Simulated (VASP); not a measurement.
# Which magnetic order does FeGe take?, part 6 of 6

Is FeGe a ferromagnet or an antiferromagnet at this level? The start is a cell from a database of measured crystal structures.

VASP 6.6.1, plane waves and PAW; the level of theory is named at each step.

Still holding for the runs below: The magnetic state follows from one typed start and may not be the lowest. The k-mesh is coarse for a metal. A U on the itinerant d states of such a compound is hard to justify; it moves the bands at the Fermi level and favours large moments.

So far, largest spin moment in the PAW sphere (μB): step 2 (relax in the ferromagnetic state, PBE, DFT+U) 2.61; step 4 (magnetic order, start order AFM 1, signs ++--) 2.69; step 5 (magnetic order, start order ferri 2, signs +++-) 2.70. The relaxed cell has a = 4.839 Å (conventional setting).

The database entry behind the starting cell differs from later determinations by our own check (about 0.2 % short), so it need not match the best structure at ambient conditions.

## (9) Magnetic order, other settings: k = [2, 2, 2]

This step: PBE, DFT+U (Fe d 3 eV), spin-polarised, from parallel moments; plane waves and PAW (Ge, Fe) (VASP 6.6.1).

The run is repeated with some settings moved, to see what they change.

Contents of INCAR:

```
SYSTEM = FeGe
PREC = Normal
ENCUT = 350
EDIFF = 1E-05
NELM = 120
ISMEAR = 0
SIGMA = 0.05
LREAL = .FALSE.
ALGO = Fast
GGA = PE
NBANDS = 43
ISPIN = 2
MAGMOM = 0 0 0 0 3 3 3 3
LDAU = .TRUE.
LDAUTYPE = 2
LDAUL = -1 2
LDAUU = 0 3
LDAUJ = 0 0
LDAUPRINT = 1
LASPH = .TRUE.
LMAXMIX = 4
LORBIT = 11
LWAVE = .FALSE.
LCHARG = .FALSE.
```

Contents of POSCAR:

```
FeGe
1.0
    4.8390549350      0.0000000000      0.0000000000
    0.0000000000      4.8390549350      0.0000000000
    0.0000000000      0.0000000000      4.8390549350
Ge Fe
4 4
Direct
    0.1547948861      0.3452051139      0.6547948861
    0.3452051139      0.6547948861      0.1547948861
    0.6547948861      0.1547948861      0.3452051139
    0.8452051139      0.8452051139      0.8452051139
    0.8669156897      0.6330843103      0.3669156897
    0.6330843103      0.3669156897      0.8669156897
    0.3669156897      0.8669156897      0.6330843103
    0.1330843103      0.1330843103      0.1330843103
```

Contents of KPOINTS:

```
Automatic mesh
0
Gamma
2 2 2
0 0 0
```

PAW data sets: Ge and Fe (PBE family, release 64).

Run with:

```
mpirun -np 1 vasp_std
```

Log:

```text
[... set-up lines as in an earlier step ...]
 entering main loop
       N       E                     dE             d eps       ncg     rms          rms(c)
DAV:   1     0.283732367761E+03    0.28373E+03   -0.14727E+04   688   0.871E+02
DAV:   2    -0.232546204506E+02   -0.30699E+03   -0.28689E+03   700   0.241E+02
DAV:   3    -0.451119887596E+02   -0.21857E+02   -0.20582E+02   811   0.781E+01
DAV:   4    -0.456198245569E+02   -0.50784E+00   -0.50406E+00   840   0.115E+01
DAV:   5    -0.456262487026E+02   -0.64241E-02   -0.64179E-02   813   0.107E+00    0.244E+01
RMM:   6    -0.460249811321E+02   -0.39873E+00   -0.55277E+01   754   0.540E+01    0.313E+01
RMM:   7    -0.412566511874E+02    0.47683E+01   -0.11700E+01   690   0.288E+01    0.952E+00
RMM:   8    -0.413510382094E+02   -0.94387E-01   -0.22763E-01   746   0.279E+00    0.362E+00
RMM:   9    -0.413246326828E+02    0.26406E-01   -0.11456E-01   781   0.192E+00    0.141E+00
RMM:  10    -0.413427787979E+02   -0.18146E-01   -0.25439E-02   806   0.739E-01    0.710E-01
RMM:  11    -0.413667117238E+02   -0.23933E-01   -0.40980E-03   817   0.313E-01    0.789E-01
RMM:  12    -0.413593648008E+02    0.73469E-02   -0.88541E-04   796   0.218E-01    0.763E-01
RMM:  13    -0.413229919746E+02    0.36373E-01   -0.63914E-03   928   0.512E-01    0.553E-01
RMM:  14    -0.413356200811E+02   -0.12628E-01   -0.41924E-03   932   0.380E-01    0.420E-01
RMM:  15    -0.413497297687E+02   -0.14110E-01   -0.32046E-03   896   0.393E-01    0.336E-01
RMM:  16    -0.413552982697E+02   -0.55685E-02   -0.28189E-03   903   0.365E-01    0.248E-01
RMM:  17    -0.413563521031E+02   -0.10538E-02   -0.39276E-03   926   0.419E-01    0.447E-01
RMM:  18    -0.413580870712E+02   -0.17350E-02   -0.23440E-04   770   0.108E-01    0.452E-01
RMM:  19    -0.413581555128E+02   -0.68442E-04   -0.23699E-04   772   0.105E-01    0.383E-01
RMM:  20    -0.413602224122E+02   -0.20669E-02   -0.27821E-03  1108   0.267E-01    0.215E-01
RMM:  21    -0.413609292738E+02   -0.70686E-03   -0.37585E-04   897   0.115E-01    0.103E-01
RMM:  22    -0.413612382458E+02   -0.30897E-03   -0.55782E-04   925   0.151E-01    0.670E-02
RMM:  23    -0.413615518924E+02   -0.31365E-03   -0.37282E-04   917   0.111E-01    0.333E-02
RMM:  24    -0.413615841467E+02   -0.32254E-04   -0.64619E-05   768   0.512E-02    0.152E-02
RMM:  25    -0.413616011452E+02   -0.16999E-04   -0.13012E-05   526   0.213E-02    0.736E-03
RMM:  26    -0.413616043577E+02   -0.32125E-05   -0.21678E-06   424   0.114E-02
   1 F= -.41361604E+02 E0= -.41348212E+02  d E =-.267857E-01  mag=    11.1391
```

Run time: 39 s. Hardware: 1 MPI rank of Intel Xeon 6975P-C (Granite Rapids), shared host; peak memory 0.15 GiB.

OUTCAR, selected parts (step 9):

```text
   k-points           NKPTS =      4   k-points in BZ     NKDIM =      4   number of bands    NBANDS=     43

   NELECT =      48.0000    total number of electrons

atom =   5  type =  2  l = 2

 onsite density matrix

spin component  1

  0.9274 -0.0017  0.0045  0.0017  0.0041
 -0.0017  0.9274 -0.0058  0.0017  0.0018
  0.0045 -0.0058  0.9119 -0.0013  0.0000
  0.0017  0.0017 -0.0013  0.9274  0.0059
  0.0041  0.0018  0.0000  0.0059  0.9119

spin component  2

  0.3557 -0.0364  0.0107  0.0364 -0.1024
 -0.0364  0.3557  0.0833  0.0364  0.0605
  0.0107  0.0833  0.2989  0.0940 -0.0000
  0.0364  0.0364  0.0940  0.3557 -0.0419
 -0.1024  0.0605 -0.0000 -0.0419  0.2989

 occupancies and eigenvectors

  o =  0.2111  v =  0.0000  0.0000  0.0000  0.0000  0.0000  0.4550 -0.1376 -0.2647  0.3174  0.7767      0.0000  0.0000  0.0000  0.0000  0.0000  0.0000  0.0000  0.0000  0.0000  0.0000
  o =  0.2111  v =  0.0000  0.0000  0.0000  0.0000  0.0000  0.1038 -0.4459  0.7767 -0.3421  0.2647      0.0000  0.0000  0.0000  0.0000  0.0000  0.0000  0.0000  0.0000  0.0000  0.0000
  o =  0.2830  v =  0.0000  0.0000  0.0000  0.0000  0.0000 -0.5774 -0.5774 -0.0000  0.5774 -0.0000      0.0000  0.0000  0.0000  0.0000  0.0000  0.0000  0.0000  0.0000  0.0000  0.0000
  o =  0.4799  v =  0.0000  0.0000  0.0000  0.0000  0.0000  0.3664 -0.6690 -0.4434 -0.3026 -0.3606      0.0000  0.0000  0.0000  0.0000  0.0000  0.0000  0.0000  0.0000  0.0000  0.0000
  o =  0.4799  v =  0.0000  0.0000  0.0000  0.0000  0.0000  0.5610  0.0368  0.3606  0.5978 -0.4434      0.0000  0.0000  0.0000  0.0000  0.0000  0.0000  0.0000  0.0000  0.0000  0.0000
  o =  0.9092  v = -0.0024 -0.2448 -0.6256 -0.2472  0.6983  0.0000  0.0000  0.0000  0.0000  0.0000      0.0000  0.0000  0.0000  0.0000  0.0000  0.0000  0.0000  0.0000  0.0000  0.0000
  o =  0.9092  v = -0.2841  0.1441  0.6983 -0.1400  0.6256  0.0000  0.0000  0.0000  0.0000  0.0000      0.0000  0.0000  0.0000  0.0000  0.0000  0.0000  0.0000  0.0000  0.0000  0.0000
  o =  0.9239  v = -0.5774 -0.5774 -0.0000  0.5774  0.0000  0.0000  0.0000  0.0000  0.0000  0.0000      0.0000  0.0000  0.0000  0.0000  0.0000  0.0000  0.0000  0.0000  0.0000  0.0000
  o =  0.9319  v =  0.5669  0.1620  0.0330  0.7289  0.3464  0.0000  0.0000  0.0000  0.0000  0.0000      0.0000  0.0000  0.0000  0.0000  0.0000  0.0000  0.0000  0.0000  0.0000  0.0000
  o =  0.9319  v =  0.5144 -0.7481  0.3464 -0.2337 -0.0330  0.0000  0.0000  0.0000  0.0000  0.0000      0.0000  0.0000  0.0000  0.0000  0.0000  0.0000  0.0000  0.0000  0.0000  0.0000

atom =   6  type =  2  l = 2

 onsite density matrix

spin component  1

  0.9274  0.0017  0.0045 -0.0017  0.0041
  0.0017  0.9274  0.0058  0.0017 -0.0018
  0.0045  0.0058  0.9119  0.0013  0.0000
 -0.0017  0.0017  0.0013  0.9274 -0.0059
  0.0041 -0.0018  0.0000 -0.0059  0.9119

spin component  2

  0.3557  0.0364  0.0107 -0.0364 -0.1024
  0.0364  0.3557 -0.0833  0.0364 -0.0605
  0.0107 -0.0833  0.2989 -0.0940 -0.0000
 -0.0364  0.0364 -0.0940  0.3557  0.0419
 -0.1024 -0.0605 -0.0000  0.0419  0.2989

 occupancies and eigenvectors

  o =  0.2111  v =  0.0000  0.0000  0.0000  0.0000  0.0000  0.0552  0.4289  0.8003  0.3737  0.1813      0.0000  0.0000  0.0000  0.0000  0.0000  0.0000  0.0000  0.0000  0.0000  0.0000
  o =  0.2111  v =  0.0000  0.0000  0.0000  0.0000  0.0000 -0.4634 -0.1839  0.1813  0.2795 -0.8003      0.0000  0.0000  0.0000  0.0000  0.0000  0.0000  0.0000  0.0000  0.0000  0.0000
  o =  0.2830  v =  0.0000  0.0000  0.0000  0.0000  0.0000 -0.5774  0.5774  0.0000 -0.5774 -0.0000      0.0000  0.0000  0.0000  0.0000  0.0000  0.0000  0.0000  0.0000  0.0000  0.0000
  o =  0.4799  v =  0.0000  0.0000  0.0000  0.0000  0.0000  0.0000  0.5802 -0.5684  0.5802 -0.0594      0.0000  0.0000  0.0000  0.0000  0.0000  0.0000  0.0000  0.0000  0.0000  0.0000
  o =  0.4799  v =  0.0000  0.0000  0.0000  0.0000  0.0000  0.6700  0.3350  0.0594 -0.3350 -0.5684      0.0000  0.0000  0.0000  0.0000  0.0000  0.0000  0.0000  0.0000  0.0000  0.0000
[...]
o =  0.2111  v =  0.0000  0.0000  0.0000  0.0000  0.0000  0.1095  0.3381  0.8134 -0.4476 -0.1085      0.0000  0.0000  0.0000  0.0000  0.0000  0.0000  0.0000  0.0000  0.0000  0.0000
  o =  0.2830  v =  0.0000  0.0000  0.0000  0.0000  0.0000 -0.5774 -0.5774 -0.0000 -0.5774  0.0000      0.0000  0.0000  0.0000  0.0000  0.0000  0.0000  0.0000  0.0000  0.0000  0.0000
  o =  0.4799  v =  0.0000  0.0000  0.0000  0.0000  0.0000  0.3386 -0.6700  0.4604  0.3314  0.3386      0.0000  0.0000  0.0000  0.0000  0.0000  0.0000  0.0000  0.0000  0.0000  0.0000
  o =  0.4799  v =  0.0000  0.0000  0.0000  0.0000  0.0000  0.5781  0.0042 -0.3386 -0.5823  0.4604      0.0000  0.0000  0.0000  0.0000  0.0000  0.0000  0.0000  0.0000  0.0000  0.0000
  o =  0.9092  v = -0.1706  0.2820 -0.9211 -0.1114  0.1750  0.0000  0.0000  0.0000  0.0000  0.0000      0.0000  0.0000  0.0000  0.0000  0.0000  0.0000  0.0000  0.0000  0.0000  0.0000
  o =  0.9092  v =  0.2272  0.0341  0.1750 -0.2613  0.9211  0.0000  0.0000  0.0000  0.0000  0.0000      0.0000  0.0000  0.0000  0.0000  0.0000  0.0000  0.0000  0.0000  0.0000  0.0000
  o =  0.9239  v =  0.5774  0.5774 -0.0000  0.5774  0.0000  0.0000  0.0000  0.0000  0.0000  0.0000      0.0000  0.0000  0.0000  0.0000  0.0000  0.0000  0.0000  0.0000  0.0000  0.0000
  o =  0.9319  v = -0.0339 -0.6453 -0.2227  0.6792  0.2673  0.0000  0.0000  0.0000  0.0000  0.0000      0.0000  0.0000  0.0000  0.0000  0.0000  0.0000  0.0000  0.0000  0.0000  0.0000
  o =  0.9319  v = -0.7647  0.4117  0.2673  0.3530  0.2227  0.0000  0.0000  0.0000  0.0000  0.0000      0.0000  0.0000  0.0000  0.0000  0.0000  0.0000  0.0000  0.0000  0.0000  0.0000

 E-fermi :   6.5998

 spin component 1
 k-point     1 :       0.0000    0.0000    0.0000
  band No.  band energies     occupation
    ...
     26       3.5974      1.00000
     27       3.5974      1.00000
     28       6.5979      0.52189
     29       6.5979      0.52189
     30       6.5979      0.52189
     31       7.8288      0.00000
     32       7.8288      0.00000
     33       8.4442      0.00000
     34       8.4442      0.00000
     35       8.4442      0.00000
    ...

 k-point     2 :       0.5000    0.0000    0.0000
  band No.  band energies     occupation
    ...
     26       3.5376      1.00000
     27       5.1239      1.00000
     28       5.1239      1.00000
     29       5.4840      1.00000
     30       5.4840      1.00000
     31       8.5806      0.00000
     32       8.5806      0.00000
     33       9.3117      0.00000
     34       9.3117      0.00000
     35       9.7155      0.00000
    ...

  Total        3.4361279      3.4361279      3.4361279     -0.0000000      0.0000000      0.0000000
  in kB       48.5845576     48.5845576     48.5845576     -0.0000000      0.0000000      0.0000000
  external PRESSURE =      48.5845576 kB  Pullay stress =       0.0000000 kB

 POSITION                                       TOTAL-FORCE (eV/Angst)
 -----------------------------------------------------------------------------------
      0.74906      1.67047      3.16859         0.160933     -0.160933      0.160933
      1.67047      3.16859      0.74906        -0.160933      0.160933      0.160933
      3.16859      0.74906      1.67047         0.160933      0.160933     -0.160933
      4.08999      4.08999      4.08999        -0.160933     -0.160933     -0.160933
      4.19505      3.06353      1.77553        -0.252883      0.252883     -0.252883
      3.06353      1.77553      4.19505         0.252883     -0.252883     -0.252883
      1.77553      4.19505      3.06353        -0.252883     -0.252883      0.252883
      0.64400      0.64400      0.64400         0.252883      0.252883      0.252883
 -----------------------------------------------------------------------------------
    total drift:                               -0.000003     -0.000002      0.000000

  FREE ENERGIE OF THE ION-ELECTRON SYSTEM (eV)
  ---------------------------------------------------
  free  energy   TOTEN  =       -41.3616043577 eV

  energy  without entropy=      -41.3348186782  energy(sigma->0) =      -41.34821152

 magnetization (x)
# of ion       s       p       d       tot
------------------------------------------
    1        0.023  -0.103  -0.006  -0.087
    2        0.023  -0.103  -0.006  -0.087
    3        0.023  -0.103  -0.006  -0.087
    4        0.023  -0.103  -0.006  -0.087
    5        0.021   0.002   2.940   2.964
    6        0.021   0.002   2.940   2.964
    7        0.021   0.002   2.940   2.964
    8        0.021   0.002   2.940   2.964
--------------------------------------------------
tot          0.175  -0.404  11.738  11.509

[... 7 parts as in an earlier step ...]

[... 10 further parts left out ...]
```

The mesh holds 4 irreducible points against 11.

Numbers from this step:

```
electronic cycles                                 : 26
free energy (TOTEN)                               : -41.36 eV
energy at zero smearing                           : -41.35 eV
Fermi energy                                      : 6.600 eV
moment of the cell, from the last line of the log : 11.14 μB
labelled metallic, from the levels on this mesh   : yes
```

Spin moment in the PAW sphere by atom:

| atom | spin moment in the PAW sphere (μB) |
| --- | --- |
| Ge1 | -0.09 |
| Ge2 | -0.09 |
| Ge3 | -0.09 |
| Ge4 | -0.09 |
| Fe5 | 2.96 |
| Fe6 | 2.96 |
| Fe7 | 2.96 |
| Fe8 | 2.96 |

Force by atom:

| atom | x (eV/Å) | y (eV/Å) | z (eV/Å) | size |
| --- | --- | --- | --- | --- |
| Ge1 | 0.161 | -0.161 | 0.161 | 0.279 |
| Ge2 | -0.161 | 0.161 | 0.161 | 0.279 |
| Ge3 | 0.161 | 0.161 | -0.161 | 0.279 |
| Ge4 | -0.161 | -0.161 | -0.161 | 0.279 |
| Fe5 | -0.253 | 0.253 | -0.253 | 0.438 |
| Fe6 | 0.253 | -0.253 | -0.253 | 0.438 |
| Fe7 | -0.253 | -0.253 | 0.253 | 0.438 |
| Fe8 | 0.253 | 0.253 | 0.253 | 0.438 |

Settings moved on purpose: a k-mesh of 2×2×2 in place of 4×4×4.

Against the run that it repeats, EDIFF, NBANDS, ALGO and AMIX also differ.

The two runs compared:

| quantity | this run | the run it repeats | difference |
| --- | --- | --- | --- |
| energy at zero smearing (eV) | -41.348 | -41.156 | -0.192 |
| free energy (TOTEN) (eV) | -41.362 | -41.158 | -0.203 |
| Fermi energy (eV) | 6.5998 | 6.3446 | 0.255 |
| moment of the cell, from the last line of the log (μB) | 11.139 | 9.1582 | 1.98 |
| electronic cycles | 26 | 22 | 4 |

The two runs differ clearly in the moment of the cell, from the last line of the log: 11.1 μB against 9.16 μB.

The total energy moves by -24.0 meV an atom.

## (10) What came out

```
mean moment in the lowest run : 2.69 μB
```

The lowest run started as afm 1 and holds 2.69 μB on average over the atoms that were given a moment; the next state, from fm, lies 6.6 meV a magnetic atom higher. It ends with the signs ++-- and a net moment of 0.00 μB a cell: opposed moments that cancel. No couplings are given: pair constants of the nearest shells miss the energies by 2 meV a magnetic atom. On this k mesh the moments and energy differences of a metal are not converged, and no denser mesh was tried, so the order found is tentative. No other collinear orders were tried, and their comparison leaves spin-orbit coupling out.

[Lines on the potential files, build, host, timing and source positions are cut from VASP's logs without a mark.]

[Logs are printed without paths, hosts, clocks, repeated set-up lines and the standing remarks that a program may print on its own settings, such as how far it seeks lower states.]

[Hosts, paths, dates, database ids (printed as entryN), source tags and the programs' standing remarks are cut or masked in the printed files.]

[In band tables of VASP the shares of atoms and orbitals are scaled to a sum of 1 inside the atoms' spheres.]

[Runs that stopped without an error message from VASP are left out.]
